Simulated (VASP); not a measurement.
Data:

```yaml
crystal:
  lattice:
    - [1.45106, -2.51331, 0.00000]
    - [1.45106, 2.51331, 0.00000]
    - [0.00000, 0.00000, 2.82912]
  atoms:
    - { symbol: W, position: [0.00000, 0.00000, 0.00000] }
    - { symbol: C, position: [0.33333, 0.66667, 0.50000] }
```

Level of theory: PBEsol GGA, VASP's PBE PAW potentials (set 64) (plane waves; VASP). Settings: 520 eV cut-off, Gaussian smearing of 0.050 eV, potentials W_sv C.

Unless said otherwise, spin-orbit coupling is left out, though it shifts the bands of the heavy elements here.

Task: What does the run give for the band gap (along the path) with the smallest direct gap where there is one?

Result: 
The band gap (along the path) is none (metal, semimetal or under 0.01 eV).

Only differences to runs with the same potentials and settings are physical.

The compound is WC in the wc structure. It was relaxed first.
